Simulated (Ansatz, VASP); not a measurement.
# BP in two plane-wave programs, part 2 of 2

Aim: how closely do two programs agree when they are given the same cell, functional and k mesh? The cell is taken from a series of runs on this material, whose earlier steps may have relaxed, scaled, displaced or heated it; both programs get it as it stands.

VASP 6.6.1 and Ansatz 0.2.0.

So far: The starting structure; VASP: dielectric response, r2SCAN.

**3. Ansatz: dielectric response, r2SCAN**

Level of this step: Ansatz beside VASP: Kohn-Sham DFT, plane waves, r2SCAN (Ansatz).

Ansatz runs on its default PAW (the set named soft_2) files.

The same cell, functional and mesh now go to Ansatz, which takes its cutoff from its data sets.

Contents of input.yaml:

```yaml
crystal:
  lattice:
    - [0.0, 2.269, 2.269]
    - [2.269, 0.0, 2.269]
    - [2.269, 2.269, 0.0]
  atoms:
    - { symbol: P, position: [0.75, 0.75, 0.75] }
    - { symbol: B, position: [0.0, 0.0, 0.0] }
kpoints:
  mp_grid: { grid: [8, 8, 8] }
scf:
  occupations: { method: fixed }
hamiltonian:
  xc: r2scan
  pseudopotentials: { kind: paw }
dielectric: {}
```

On the command line:

```sh
> ansatz run input.yaml --threads 2 --pin off --max-ram 5120MiB --backend cpu --events-out ev --progress --plain --runs-dir out
```

Numbers of over 12 decimals in the logs are rounded to 6 here.

The program printed:

```text
Engine: ansatz 0.2.0, aarch64-unknown-linux-gnu
Pseudopotentials: kind: paw
Pseudopotential: P, paw, valence charge 5, recommended cutoff 500 eV (meta_gga), P.paw.azcp
Pseudopotential: B, paw, valence charge 3, recommended cutoff 500 eV (meta_gga), B.paw.azcp
Functional definition: r2SCAN
  parameter k0 = 0.174
  parameter k1 = 0.065
  parameter a1 = 4.9479
  exchange = r2scan_x(k0 = k0, k1 = k1, a1 = a1)
  correlation = r2scan_c
Crystal: 2 atoms, lattice volume = 23.363 Å³
Basis set: ecut = 500 eV, 609 PW (Γ), exchange–correlation on 96×96×96 points (64 copies of the dense FFT grid, shifted against one another)
Bands: 8, of which v1, the nominal top of the filled ones, is band 4 counted from 1 (3 counted from 0)
Symmetry: 24 space group operations
k-points: 95 of 512 (irreducible under 4 space group operations, time reversal used)
Non-local potential: P, projectors of the file, l = 0: 2, l = 1: 2, l = 2: 2
Non-local potential: B, projectors of the file, l = 0: 2, l = 1: 2, l = 2: 1
PAW form: soft (Blöchl's): semilocal exchange-correlation on the pseudo side does not see the compensation charge
PAW frozen core: P, regenerated for the run's functional (the file was generated under x = pbe(κ = 0.804, μ = 0.219515), c = pbe(β = 0.066725))
PAW frozen core: B, regenerated for the run's functional (the file was generated under x = pbe(κ = 0.804, μ = 0.219515), c = pbe(β = 0.066725))
PAW one-centre angular grid: P, 302 points (default); XC on 160 Gauss nodes
PAW one-centre angular grid: B, 302 points (default); XC on 160 Gauss nodes
Initial density: superposition of atomic densities (neutral atoms: chi_scale 0, normalization atom), corrected by the library's trained network
Initial wavefunctions: pseudopotential atomic-orbital guess
Functional: x = r2scan, c = r2scan; τ floored in thin density (d = 2e-4 eV/Å³)
SCF iter   1: F=—  HF=-916.649323 eV  |F-HF|=—  |Δ(HF+E_count)|=         —  Δρ=4.41e-3  dr2=2.27e-3  dr2_τ=1.31e-1  ethr=1.77e-3  ⟨swp⟩=5.1  Hψ=5610  notcnv=0  defer=182
preconditioner: auto → none  [insulator: Δε(μ)=1.402 eV  Ē_g=13.611 eV  n_scr=0 (ndim 8)  ℏωp=21.7 eV  f_vac=0.000  ε∞_Penn≈3.5]
SCF iter   2: F=—  HF=-916.685208 eV  |F-HF|=—  |Δ(HF+E_count)|=   3.59e-2  Δρ=2.94e-3  dr2=9.37e-4  dr2_τ=3.89e-5  ethr=2.84e-5  ⟨swp⟩=3.0  Hψ=2263  notcnv=0  defer=181
SCF iter   3: F=—  HF=-916.685358 eV  |F-HF|=—  |Δ(HF+E_count)|=   1.50e-4  Δρ=9.61e-4  dr2=2.44e-4  dr2_τ=1.67e-5  ethr=1.17e-5  ⟨swp⟩=2.9  Hψ=1333  notcnv=0  defer=179
SCF iter   4: F=—  HF=-916.685295 eV  |F-HF|=—  |Δ(HF+E_count)|=   6.35e-5  Δρ=2.89e-4  dr2=1.08e-5  dr2_τ=6.94e-7  ethr=3.04e-6  ⟨swp⟩=2.6  Hψ=1175  notcnv=0  defer=182
SCF iter   5: F=—  HF=-916.685296 eV  |F-HF|=—  |Δ(HF+E_count)|=   1.29e-6  Δρ=4.98e-5  dr2=2.62e-7  dr2_τ=2.75e-8  ethr=1.35e-7  ⟨swp⟩=2.2  Hψ=1132  notcnv=0  defer=164
SCF iter   6: F=—  HF=-916.685296 eV  |F-HF|=—  |Δ(HF+E_count)|=   4.62e-7  Δρ=7.40e-6  dr2=5.45e-9  dr2_τ=4.76e-10  ethr=3.28e-9  ⟨swp⟩=2.0  Hψ=1136  notcnv=0  defer=162
SCF iter   7: F=—  HF=-916.685296 eV  |F-HF|=—  |Δ(HF+E_count)|=   5.67e-9  Δρ=2.89e-6  dr2=9.25e-10  dr2_τ=3.70e-11  ethr=6.82e-11  ⟨swp⟩=2.0  Hψ=1140  notcnv=0  defer=162
SCF iter   8: F=-916.685296 eV  HF=-916.685296 eV  |F-HF|=1.19e-11  |Δ(HF+E_count)|=  5.62e-10  Δρ=5.51e-7  dr2=3.56e-11  dr2_τ=1.15e-12  ethr=1.25e-12  ⟨swp⟩=4.8  Hψ=4616  notcnv=0
SCF 1 converged in 8 iterations: F = -916.685296 eV  dr2 = 3.56e-11
  greatest PAW one-centre occupation: 0.773 electrons in one spin orbital (limit 2), on the P atom at site 0 (counted from 0), in its partial waves of l = 0
DFPT response loops at Γ: preconditioner auto → none (the input reference at scf.mixing.eps_inf says where Resta's filter doesn't serve); β = 0.50; Broyden in place of MSR1
── the response to a field inside a basis, on 8×8×8 k-points: an SCF that follows is theirs, and a resumed run solves both again ──
Bands: 5, of which v1, the nominal top of the filled ones, is band 4 counted from 1 (3 counted from 0)
k-points: 60 of 512 (irreducible under 6 space group operations, time reversal used)
Initial density: handed on by an earlier stage of this run
Initial wavefunctions: pseudopotential atomic-orbital guess (no wavefunctions were taken with the density)
Eigensolver: Dense (60 Hₖ)
SCF iter   1: F=—  HF=-916.686239 eV  |F-HF|=—  |Δ(HF+E_count)|=         —  Δρ=1.04e-4  dr2=1.54e-6  dr2_τ=3.48e-7  ethr=1.00e-1
preconditioner: auto → none  [insulator: Δε(μ)=1.764 eV  Ē_g=10.528 eV  n_scr=0 (ndim 8)  ℏωp=21.7 eV  f_vac=0.000  ε∞_Penn≈5.3]
SCF iter   2: F=—  HF=-916.686240 eV  |F-HF|=—  |Δ(HF+E_count)|=   4.39e-7  Δρ=4.90e-5  dr2=2.34e-7  dr2_τ=7.67e-8  ethr=1.92e-8
SCF iter   3: F=-916.686240 eV  HF=-916.686240 eV  |F-HF|=1.78e-8  |Δ(HF+E_count)|=   1.72e-7  Δρ=1.15e-5  dr2=1.10e-8  dr2_τ=3.70e-9  ethr=2.92e-9
SCF 1 converged in 3 iterations: F = -916.686240 eV  dr2 = 1.10e-8
DFPT response loops at Γ: mixed as the last ones told, above
SCF converged after 8 iterations
Free energy (F): -916.685296 eV
Harris-Foulkes:  -916.685296 eV  (|F-HF|=1.19e-11)
Internal energy: -916.685296 eV  (E = F + TS)
E sigma→0 (E₀):  -916.685296 eV
Fermi energy:    9.235080 eV
--- Per-component energies (eV) ---
  E_band       = 19.087179
  E_kinetic    = 121.453165
  E_local      = -66.827540  (includes V_loc(G=0)·N_el)
  E_nonlocal   = 44.153363
  E_hartree    = 17.053831
  E_xc         = -91.086883
  E_vxc        = -108.113116  (∫ρ·V_xc dr)
  E_paw        = -655.830429  (= ΣΔE_a)
  E_vpaw       = -10.618917  (= ΣTr[D̂ρ^β])
  E_aug_tail   = -0.000001  (compensation charges beyond the density's cutoff)
  E_vtau       = 4.932565  (kinetic-family band-sum trace: ∫τ·v_τ [+ j·A + Jᵃ·Aᵃ] dr)
  E_ewald      = -285.491518
  E_core_change = -0.109284  (= ΣΔE_core)
  E_smearing   = -0.000000  (= −TS)
  E_closure    = 0.000000  (closes the sum)
  Σ components = -916.685296   (vs F -916.685296, Δ=0.00e0)
--- Band table (eV; the first three rows and the last of 95) ---
  k-point 0: bands = ["-7.0419", "9.2351", "9.2351", "9.2351", "12.8350", "12.8350", "12.8350", "17.2150"]
  k-point 1: bands = ["-6.7465", "7.2758", "8.7794", "8.7794", "13.4454", "13.4653", "13.4653", "18.0384"]
  k-point 2: bands = ["-5.8801", "4.1248", "8.0463", "8.0463", "13.5561", "14.2819", "14.2819", "19.5948"]
  k-point 94: bands = ["-1.5958", "0.6081", "3.2968", "3.4992", "14.9784", "16.3977", "17.0172", "17.1127"]
--- Dielectric response (ions clamped): 3 representative field directions + reference, inside a basis on a mesh of 512 k-points (Σ response iterations 12) ---
  ε∞ (high-frequency dielectric tensor):
        8.742661     0.000000    -0.000000
        0.000000     8.742661     0.000000
       -0.000000     0.000000     8.742661
  Born effective charges Z* (e; rows j = field, columns β = displacement):
    site 0:
         0.45964   -0.00000    0.00000
        -0.00000    0.45964    0.00000
        -0.00000   -0.00000    0.45964
    site 1:
        -0.45964    0.00000   -0.00000
         0.00000   -0.45964   -0.00000
         0.00000    0.00000   -0.45964
  Z* charge neutrality: 9.818e-5 e pre-enforcement
  solved inside a basis spanned on kpoints, on 8×8×8 k-points, its susceptibility summed on 12×12×12: ε∞ is read to err by 2.9e-2, Z* by 5.5e-3 e (field_mesh: kpoints solves on kpoints); Z* is corrected for what the basis lacks
```

**4. Comparison**

Known differences besides the potentials themselves: VASP keeps PBE cores, Ansatz makes them for the functional; fixed occupations in Ansatz, narrow Gaussian smearing in VASP; VASP's response is taken on the typed mesh, Ansatz refines its own for the field response alone; the cutoff is 500 eV in Ansatz and 460 eV in VASP; VASP takes ε∞ from a finite field, Ansatz from linear response. Total energies have different zeros and are not compared.

Both answers:

```tsv
quantity	Ansatz	VASP	difference
ε∞ xx	8.74	8.63	+1.25 %
ε∞ yy	8.74	8.63	+1.25 %
ε∞ zz	8.74	8.63	+1.25 %
```

**5. Outcome**

```
difference in ε∞ xx (dielectric response, r2SCAN) : 1.3 %
```

In words: The difference in ε∞ xx is 1.3 % (dielectric response, r2SCAN), within the 5 % picked in this series as the mark of a large difference. Such differences can come from data sets, numerical settings and the points named under the comparisons, not from the functional's error against experiment.

[Lines on the potential files, build, host, timing and source positions are cut from VASP's logs without a mark.]

[Logs are printed without paths, hosts, clocks, repeated set-up lines and the standing remarks that a program may print on its own settings, such as how far it seeks lower states.]

[Hosts, paths, dates, database ids (printed as entryN), source tags and the programs' standing remarks are cut or masked in the printed files.]
